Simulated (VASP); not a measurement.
# C under uniaxial stress along [111]

How do the elastic response and the band edges of C follow uniaxial stress along [111]?

Calculated with VASP 6.6.1; LDA; plane waves and PAW (C), in the first sound run; inputs show where later runs differ.

This is a report of a sequence of runs, with most program output left out.

### 1. The starting structure

It takes space group Fd-3m (No. 227, cubic). The conventional cell has a = 3.567 Å, b = 3.567 Å, c = 3.567 Å, α = 90.00°, β = 90.00°, γ = 90.00°. Nearest to C lie 4 C at 1.54 Å.

Structure file:

```xyz
2
Lattice="0.0000 1.7835 1.7835 1.7835 0.0000 1.7835 1.7835 1.7835 0.0000" Properties=species:S:1:pos:R:3 pbc="T T T"
C     0.0000    0.0000    0.0000
C     0.8918    0.8918    0.8918
```

### 2. Relax the crystal, LDA

The series starts from the cell that this level prefers, so that zero strain is near zero stress.

This step took 2 runs in a row; the last is shown.

Level: LDA; plane waves and PAW (C).

INCAR reads:

```
SYSTEM = C
PREC = Accurate
ENCUT = 600
EDIFF = 1E-07
NELM = 120
ISMEAR = 0
SIGMA = 0.02
LREAL = .FALSE.
ALGO = Normal
GGA = CA
NBANDS = 10
LASPH = .TRUE.
LORBIT = 11
LWAVE = .FALSE.
LCHARG = .FALSE.
KPAR = 16
IBRION = 2
NSW = 40
ISIF = 3
EDIFFG = -0.005
POTIM = 0.4
```

POSCAR reads:

```
C
1.0
    0.0000000000      1.7668691223      1.7668691223
    1.7668691223      0.0000000000      1.7668691223
    1.7668691223      1.7668691223      0.0000000000
C
2
Direct
    0.0000000000      0.0000000000      0.0000000000
    0.2500000000      0.2500000000      0.2500000000
```

KPOINTS reads:

```
Automatic mesh
0
Gamma
14 14 14
0 0 0
```

PAW data sets: C (LDA family, release 64).

The run is started by

```sh
> mpirun -np 16 vasp_std
```

The job ended after 2.8 s (16 MPI ranks of Intel Xeon Platinum 8488C (Sapphire Rapids), shared host; peak memory 1.9 GiB).

Numbers from this step:

```
energy(sigma→0) of the program : -20.2522 eV
stress, compression positive   : 0.04 along [111], 0.04 across it (mean), GPa
volume                         : 11.032 Å³
ionic steps                    : 1
```

### 3. Strain across the axis, LDA

One member in full: the axis is strained by 1 %, and the two directions across it are strained alike until their mean stress is under 0.012 GPa or five steps are spent.

This step took 3 runs, each at a new trial strain with the atoms of the one before; the last is shown.

Level: LDA; plane waves and PAW (C).

INCAR: that of step 2 with these lines changed.

```diff
@@ -15,7 +15,7 @@
 LCHARG = .FALSE.
-KPAR = 16
-IBRION = 2
-NSW = 40
-ISIF = 3
-EDIFFG = -0.005
-POTIM = 0.4
+KPAR = 4
+IBRION = 1
+NSW = 25
+ISIF = 2
+EDIFFG = -0.004
+POTIM = 0.3
```

POSCAR reads:

```
C
1.0
    0.0123581720      1.7783587270      1.7783587270
    1.7783587270      0.0123581720      1.7783587270
    1.7783587270      1.7783587270      0.0123581720
C
2
Direct
    0.0000836781      0.0000836781      0.0000836781
    0.2499163219      0.2499163219      0.2499163219
```

KPOINTS is that of step 2.

The run is started by

```sh
> mpirun -np 4 vasp_std
```

Wall time 9.6 s (4 MPI ranks); peak memory 0.52 GiB; 33 s of CPU time.

Read from the output:

- energy(sigma→0) of the program: -20.2485 eV
- stress, compression positive: -12.11 along [111], -0.01 across it (mean), GPa
- ionic steps: 1

### 4. Band edges, HSE06

Short lines in KPOINTS_OPT sample the zone centre along and across the axis, for masses, and the other valleys.

Level: HSE06; plane waves and PAW (C).

INCAR reads:

```
SYSTEM = C
PREC = Accurate
ENCUT = 600
EDIFF = 1E-06
NELM = 100
ISMEAR = 0
SIGMA = 0.02
LREAL = .FALSE.
ALGO = Normal
LHFCALC = .TRUE.
AEXX = 0.25
GGA = PE
HFSCREEN = 0.2
LASPH = .TRUE.
NBANDS = 9
PRECFOCK = Fast
LWAVE = .FALSE.
LCHARG = .FALSE.
KPAR = 4
```

POSCAR is that of step 3.

KPOINTS reads:

```
Automatic mesh
0
Gamma
7 7 7
0 0 0
```

KPOINTS_OPT reads:

```
Line mode
6
Line-mode
Reciprocal
  0.00000000   0.00000000   0.00000000
  0.01639779   0.01639779   0.01639779

  0.00000000   0.00000000   0.00000000
 -0.00993724   0.00993724  -0.00000000

  0.31000000   0.31000000   0.00000000
  0.50000000   0.50000000   0.00000000

  0.00000000   0.31000000   0.31000000
  0.00000000   0.50000000   0.50000000

  0.45000000   0.45000000   0.45000000
  0.50000000   0.50000000   0.50000000

  0.45000000   0.00000000   0.00000000
  0.50000000   0.00000000   0.00000000

  0.42500000   0.42500000   0.00000000
  0.42509834   0.43915173   0.01415173

  0.50000000   0.50000000   0.50000000
  0.49006276   0.50993724   0.50000000
```

The run is started by

```sh
> mpirun -np 4 vasp_std
```

It took 3.1 min on 4 MPI ranks; peak memory 0.91 GiB; 12 min of CPU time.

Numbers from this step:

```
energy(sigma→0) of the program : -21.1143 eV
```

### 5. The whole series

Hybrid runs start from orbitals of a short LDA run, not shown.

Runs beyond LDA use the data sets made with LDA; this shifts their levels slightly, and their total energies have another zero.

The other members went through these steps as far as the tables show, with the same cutoff and, step by step, the same mesh; 44 runs are not shown. The session took 2.3 core hours (wall time by ranks) on a shared machine.

| strain along the axis (%) | strain across the axis (%) | stress along the axis, tension positive (GPa) | energy above the unstrained row (meV/atom) | gap on the mesh, LDA (eV) |
| --- | --- | --- | --- | --- |
| -2.000 | 0.122 | -26.505 | 9.508 | 4.123 |
| -1.500 | 0.090 | -19.631 | 5.390 | 4.141 |
| -1.000 | 0.059 | -12.913 | 2.449 | 4.153 |
| -0.500 | 0.030 | -6.380 | 0.660 | 4.162 |
| 0 | 0.004 | -0.033 | 0.000 | 4.166 |
| 0.500 | -0.024 | 6.124 | 0.382 | 4.147 |
| 1.000 | -0.049 | 12.106 | 1.812 | 4.128 |
| 1.500 | -0.074 | 17.893 | 4.265 | 4.107 |
| 2.000 | -0.098 | 23.487 | 7.706 | 4.085 |

Slopes at zero strain, from cubics through all rows: strain ratio -0.054, stress over strain 1251 GPa.

Band edges at HSE06, counted from the valence-band top at Γ, with one row partly withheld:

| strain along the axis (%) | gap (eV) | conduction band at Γ (eV) | Δ or X valley along z (eV) | Δ or X valley along x (eV) | lowest conduction level at L, [111] (eV) | lowest conduction level at L, [-111] (eV) | second valence level below the top (eV) | third valence level below the top (eV) |
| --- | --- | --- | --- | --- | --- | --- | --- | --- |
| -2.000 | 5.329 | 6.867 | 5.326 | 5.326 | 10.021 | 10.046 | 0.088 | 0.088 |
| -1.500 | 5.350 | 6.921 | 5.344 | 5.344 | 10.062 | 10.073 | 0.061 | 0.061 |
| -1.000 | 5.363 | 6.974 | 5.356 | 5.356 | ? | 10.101 | 0.039 | 0.039 |
| -0.500 | 5.371 | 7.026 | 5.362 | 5.362 | 10.130 | 10.130 | 0.018 | 0.018 |
| 0 | 5.374 | 7.076 | 5.364 | 5.364 | 10.159 | 10.159 | 0.000 | 0.000 |
| 0.500 | 5.355 | 6.951 | 5.346 | 5.346 | 10.170 | 10.064 | 0.000 | 0.019 |
| 1.000 | 5.336 | 6.821 | 5.327 | 5.327 | 10.181 | 9.950 | 0.000 | 0.029 |
| 1.500 | 5.314 | 6.688 | 5.307 | 5.307 | 10.192 | 9.822 | 0.000 | 0.039 |
| 2.000 | 5.291 | 6.553 | 5.286 | 5.286 | 10.202 | 9.684 | 0.000 | 0.046 |

### 6. Fit and prediction

The quantity to fit is the splitting of the lowest conduction levels at the L points ([111] less [-111]) at HSE06: -0.025, -0.012, 0.000, 0.000, 0.106, 0.231, 0.370, 0.518 eV in the rows shown.

A least-squares parabola through the 8 rows shown, with d the strain along the axis less the strain across it, in %: E = 0.05088 d² + 0.1265 d + 0.03373 (eV), r.m.s. residual 0.019 eV.

At d = -1.059 this predicts -0.0432 eV.

### 7. Prediction against calculation

The calculation gives -0.0043 eV, so the prediction is 0.0389 eV too low, more than twice the residual of the fit.

The rows do not lie on one parabola (a picked bound of 1 % of their span for the r.m.s. residual). Levels that cross, a degenerate level that splits or an edge that moves to another point can do that; which it is was not traced. So the linear term is no slope at zero strain, and none is listed.

### 8. Results

```json
{
  "Poisson ratio": "0.054",
  "Young's modulus along the axis": "1251 GPa",
  "gap of the unstrained cell, HSE06": "5.37 eV",
  "error of the predicted row": "-38.9 meV"
}
```

**Reading.** As a check, the curvature of the energy gives 1243 GPa for the same modulus (energy per volume = E/2 × strain²), 1 % from the slope of the stress. The energy also has a linear term worth 0.80 GPa that the stress column lacks, a mark of the finite basis. At HSE06 the lowest conduction valley is Δ or X throughout, and the gap runs between 5.29 and 5.37 eV. Hole masses are left out throughout, since the top bands are degenerate or cross in many series; of conduction masses, those of the Γ, L and (for Si and Ge under (001) strain) Δ valleys are kept where they change by under an eighth between rows. A measured gap of unstrained C is 5.5 eV (arxiv:1902.02958, band gap, experimental literature value, temperature not given); the static gaps here belong to the lattice relaxed at LDA. HSE06 ran on a coarser mesh than the semilocal levels. Spin-orbit coupling is left out at HSE06, so the valence splittings there lack it. Δ or X levels are the lowest on their line, refined by a parabola unless they lie at X; the gap is read from all points sampled and can differ from the lowest valley by some meV, or by tens of meV where strain moves the valence top off Γ. Temperature, zero-point motion and excitons are left out.

[Lines on the potential files, build, host, timing and source positions are cut from VASP's logs without a mark.]

[Logs are printed without paths, hosts, clocks, repeated set-up lines and the standing remarks that a program may print on its own settings, such as how far it seeks lower states.]

[Hosts, paths, dates, database ids (printed as entryN), source tags and the programs' standing remarks are cut or masked in the printed files.]

[In band tables of VASP the shares of atoms and orbitals are scaled to a sum of 1 inside the atoms' spheres.]
